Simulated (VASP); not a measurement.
Level of theory: PBE GGA, VASP's PBE PAW potentials (set 64) (plane waves; VASP).

VASP input:

POSCAR:
```
Ge2Mo
1
   -3.3517970000     3.3517970000     2.6969760000
    3.3517970000    -3.3517970000     2.6969760000
    3.3517970000     3.3517970000    -2.6969760000
Ge Mo
4 2
Direct
  0.1580000000   0.6580000000   0.8160000000
  0.3420000000   0.1580000000   0.5000000000
  0.6580000000   0.8420000000   0.5000000000
  0.8420000000   0.3420000000   0.1840000000
  0.7500000000   0.7500000000   0.0000000000
  0.2500000000   0.2500000000   0.0000000000
```

INCAR:
```
# general
SYSTEM  = Ge2Mo
PREC    = Accurate
ENCUT   = 300
LREAL   = .FALSE.   # projection in real space or not
LASPH   = .TRUE.

# electronic loop
EDIFF   = 1E-6
NELM    = 100
ALGO    = Normal
LMAXMIX = 4   # l cut-off of mixed one-centre charges

# smearing
ISMEAR  = -1   # Fermi-Dirac
SIGMA   = 0.1   # width (eV)

# functional
GGA     = PE

# ions
ISIF    = 2   # forces and stress, cell fixed

# output
LWAVE   = .FALSE.
LCHARG  = .FALSE.
```

File KPOINTS:
```
Automatic mesh
0
Gamma
1 1 1
0 0 0
```

POTCAR, in this order: Ge_d Mo_sv (PBE.64 set). Program: vasp_std.

The resulting files:

**OSZICAR**
```
       N       E                     dE             d eps       ncg     rms          rms(c)
DAV:   1     0.872245079328E+03    0.87225E+03   -0.32275E+04   132   0.314E+03
DAV:   2     0.966082055932E+02   -0.77564E+03   -0.76153E+03   100   0.779E+02
DAV:   3    -0.332175680852E+02   -0.12983E+03   -0.12728E+03   110   0.207E+02
DAV:   4    -0.409524740617E+02   -0.77349E+01   -0.75467E+01   120   0.533E+01
DAV:   5    -0.411969052623E+02   -0.24443E+00   -0.24172E+00   104   0.978E+00    0.205E+01
DAV:   6    -0.405440515414E+02    0.65285E+00   -0.60864E+01   108   0.225E+01    0.256E+01
DAV:   7    -0.357623016122E+02    0.47817E+01   -0.72280E+01   108   0.182E+01    0.735E+00
DAV:   8    -0.348467124266E+02    0.91559E+00   -0.17432E+00   112   0.574E+00    0.371E+00
DAV:   9    -0.347747925108E+02    0.71920E-01   -0.12235E-01   118   0.163E+00    0.304E+00
DAV:  10    -0.346741224074E+02    0.10067E+00   -0.15381E-01   108   0.213E+00    0.863E-01
DAV:  11    -0.346729789854E+02    0.11434E-02   -0.28186E-02   118   0.875E-01    0.473E-01
DAV:  12    -0.346731274352E+02   -0.14845E-03   -0.87430E-03   110   0.551E-01    0.599E-01
DAV:  13    -0.346700104845E+02    0.31170E-02   -0.36437E-03   116   0.313E-01    0.153E-01
DAV:  14    -0.346701073503E+02   -0.96866E-04   -0.30795E-04   108   0.768E-02    0.133E-01
DAV:  15    -0.346699906234E+02    0.11673E-03   -0.76178E-05   112   0.459E-02    0.609E-02
DAV:  16    -0.346699781981E+02    0.12425E-04   -0.31931E-05   102   0.286E-02    0.217E-02
DAV:  17    -0.346699757378E+02    0.24603E-05   -0.18830E-06    84   0.737E-03    0.119E-02
DAV:  18    -0.346699747645E+02    0.97327E-06   -0.11521E-06    66   0.559E-03
   1 F= -.34669975E+02 E0= -.34431865E+02  d E =-.476220E+00
```

### OUTCAR
```
------------------------ aborting loop because EDIFF is reached ----------------------------------------
  FORCE on cell =-STRESS in cart. coord.  units (eV):
  Direction    XX          YY          ZZ          XY          YZ          ZX
  --------------------------------------------------------------------------------------
  Total      -11.4718372    -11.4718372     -6.9224923      0.0000000      0.0000000      0.0000000
  in kB     -151.6530221   -151.6530221    -91.5125322      0.0000000      0.0000000      0.0000000
  external PRESSURE =    -131.6061922 kB  Pullay stress =       0.0000000 kB
  volume of cell :      121.20
      direct lattice vectors                 reciprocal lattice vectors
    -3.351797000  3.351797000  2.696976000     0.000000000  0.149173712  0.185392825
     3.351797000 -3.351797000  2.696976000     0.149173712  0.000000000  0.185392825
     3.351797000  3.351797000 -2.696976000     0.149173712  0.149173712  0.000000000
 POSITION                                       TOTAL-FORCE (eV/Angst)
 -----------------------------------------------------------------------------------
      4.41096      1.05917     -0.00000        -1.759498     -1.759498      0.000000
      1.05917      2.29263      0.00000        -1.759498      1.759498      0.000000
      2.29263      1.05917      2.69698         1.759498     -1.759498      0.000000
     -1.05917      2.29263      2.69698         1.759498      1.759498     -0.000000
      0.00000      0.00000      4.04546        -0.000000     -0.000000      0.000000
      0.00000      0.00000      1.34849        -0.000000     -0.000000      0.000000
 -----------------------------------------------------------------------------------
    total drift:                                0.000000      0.000000     -0.000000
  FREE ENERGIE OF THE ION-ELECTRON SYSTEM (eV)
  ---------------------------------------------------
  free  energy   TOTEN  =       -34.6699747645 eV

  energy  without entropy=      -34.1937551359  energy(sigma->0) =      -34.43186495
```
(Selected blocks of OUTCAR.)

At this cut-off the stress carries a Pulay error, which pulls relaxed volumes low.

The structure was generated: Ge2Mo was put into an ordered model structure, which need not be its known phase. The cell was not relaxed at this level. The k-mesh is coarse (spacing up to 1.50 per Å, 2π included), so the numbers may not be converged in it. The run is one of a series of settings (KPOINTS 1×1×1 Γ-centred mesh against the base run), some of them coarse on purpose.
